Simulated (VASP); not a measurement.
Runs of VASP 6.6.1 on PdAu3. It takes space group Pm-3m (No. 221, cubic). The conventional cell has a = 3.990 Å, b = 3.990 Å, c = 3.990 Å, α = 90.00°, β = 90.00°, γ = 90.00°. Pd (site symmetry m-3m) is surrounded by 12 Au at 2.82 Å. Au (site symmetry 4/mmm) is surrounded by 4 Pd at 2.82 Å and 8 Au at 2.82 Å. The cell was built by a generator and needn't be a form met in nature.

| task | cell | cutoff (eV) | smearing | gap on the mesh (eV) | pressure (GPa) | relaxed volume (Å³/atom) |
| --- | --- | --- | --- | --- | --- | --- |
| single point | Pm-3m, 15.88 Å³/atom | 520 | fermi-dirac 0.0102 eV | none | 0.5 | - |
| relaxation of cell and atoms | relaxed | 600 | tetrahedron | none | 0.0 | (a) |
| single point | Pm-3m, 15.95 Å³/atom | 520 | tetrahedron | none | -0.2 | - |
| relaxation of cell and atoms | relaxed | 600 | fermi-dirac 0.0102 eV | none | 0.0 | 15.93 |

Alike in all rows: level LDA; potentials or basis VASP PAW LDA potentials, release 64 (Pd, Au); no spin polarisation; k mesh 5 × 5 × 5.

Question: Estimate the missing entries.

Answer: (a) 15.94.

Caveats: tetrahedron occupations give inexact forces and stress in metals (some runs).

A k mesh can miss the band edges, and the runs leave out spin-orbit coupling on Au, Pd.

A gap of «none» marks a metal or a gap under the smearing width.
